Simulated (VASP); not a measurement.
Crystal: Mg2CdO3.

```
CELL_PARAMETERS angstrom
3.80736 0.00000 0.00000
-1.90368 3.29727 0.00000
0.00000 0.00000 6.57372
ATOMIC_POSITIONS crystal
Mg 0.00000 0.00000 0.84652
Mg 0.00000 0.00000 0.15348
Cd 0.00000 0.00000 0.50000
O 0.50000 0.00000 0.00000
O 0.00000 0.50000 0.00000
O 0.50000 0.50000 0.00000
```

The cell was built by a generator and needn't be a form met in nature.

```yaml
Program: VASP 6.6.1
Task: relaxation of cell and atoms
Functional: PBE
Potentials_or_basis: VASP PAW PBE potentials, release 64 (Mg, Cd, O)
Cutoff: 520 eV
k_mesh: 4 × 4 × 2
Occupations: gaussian, width 0.15 eV
Spin: no spin polarisation
```

At the start: pressure 29.2 GPa; volume 13.75 Å³/atom.

How do energy, volume and symmetry change on relaxing?

Over 8 steps the energy falls by 481.7 meV/atom and the volume is 17.94 Å³/atom (+30.4 %); space group P6/mmm (No. 191, to 0.05 Å).

The path:
```csv
step,energy change (eV),largest force (eV/Å),pressure (GPa),volume (Å³)
1,0.0000,0.7607,29.18,82.53
2,-2.6993,1.0573,-4.74,115.50
3,-2.7898,0.7679,-1.17,109.03
4,-2.7905,0.8007,-1.32,109.60
5,-2.7894,0.8280,-1.70,110.19
6,-2.8856,0.2748,-0.39,108.55
7,-2.8872,0.1855,-0.36,108.29
8,-2.8901,0.0041,0.48,107.64
```

Final structure:
```
CELL_PARAMETERS angstrom
3.95607 0.00000 0.00000
-1.97804 3.42606 0.00000
0.00000 0.00000 7.94203
ATOMIC_POSITIONS crystal
Mg 0.00000 0.00000 0.84830
Mg 0.00000 0.00000 0.15170
Cd 0.00000 0.00000 0.50000
O 0.50000 0.00000 0.00000
O 0.00000 0.50000 0.00000
O 0.50000 0.50000 0.00000
```

Caveat: the k mesh is coarse (spacing up to 0.48 Å⁻¹), so the values aren't converged; the volume moved by over 15 % at a fixed basis, so the end points are rough.
